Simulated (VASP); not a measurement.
Set up this calculation in VASP 6.6.1, as the native input.

| Quantity | Value |
| --- | --- |
| Task | single point |
| Functional | PBE |
| Potentials or basis | VASP PAW PBE potentials, release 64 (Ba_sv, C) |
| Cutoff | 520 eV |
| k mesh | 4 × 4 × 2 |
| Occupations | gaussian, width 0.1 eV |
| Spin | no spin polarisation |
| Dipole correction | no |
| Further INCAR settings | ALGO = Normal; EDIFF = 1e-06; NBANDS = 33 |

The structure of Ba2C lies in POSCAR:

```
Ba2C
1.0
    4.1832437200      0.0000000000      0.0000000000
    0.0000000000      4.1832437200      0.0000000000
    0.0000000000      0.0000000000     11.8320000000
Ba C
4 2
Direct
    0.5000000000      0.0000000000      0.8750000000
    0.0000000000      0.5000000000      0.6250000000
    0.5000000000      0.0000000000      0.3750000000
    0.0000000000      0.5000000000      0.1250000000
    0.5000000000      0.0000000000      0.6250000000
    0.0000000000      0.5000000000      0.3750000000
```

The cell was built by a generator and needn't be a form met in nature.

The cell isn't the ideal one: ordered vacancies on the anion sites of rock salt (P4/nmm, No. 129).

One way to write it, as run:

INCAR

```
SYSTEM = Ba2C
PREC     = Accurate       ! precision mode
ENCUT    = 520            ! plane-wave cutoff, eV
EDIFF    = 1E-6           ! SCF threshold, eV
ISMEAR   = 0              ! smearing method
SIGMA    = 0.1            ! smearing width, eV
LREAL    = .False.        ! projectors in reciprocal space
LASPH    = .True.         ! aspherical terms in the spheres
NELM     = 100            ! most SCF steps
ALGO     = Normal         ! electronic algorithm
ISIF     = 2              ! what is computed and relaxed
LWAVE    = .False.        ! write WAVECAR
LCHARG   = .False.        ! write CHGCAR
GGA      = PE             ! functional
NBANDS   = 33             ! bands
```

KPOINTS

```
regular mesh
0
Gamma
  4 4 2
  0 0 0
```

Potentials or basis: VASP PAW PBE potentials, release 64 (Ba_sv, C).

Run with:

```sh
$ cat potpaw_PBE.64/Ba_sv/POTCAR potpaw_PBE.64/C/POTCAR > POTCAR
$ mpirun -np 1 vasp_std > vasp.out
```

It gave:

```yaml
Pressure: 0.1 GPa
Largest_force: 0.950 eV/Å
Band_gap_on_the_k_mesh: none (metal or under the smearing width)
```

Caveat: the k mesh is coarse (spacing up to 0.38 Å⁻¹), so the values aren't converged.

It took 92 s on 1 thread of Intel(R) Xeon(R) Platinum 8488C (Sapphire Rapids), with other jobs on the host, peak memory 0.31 GiB.
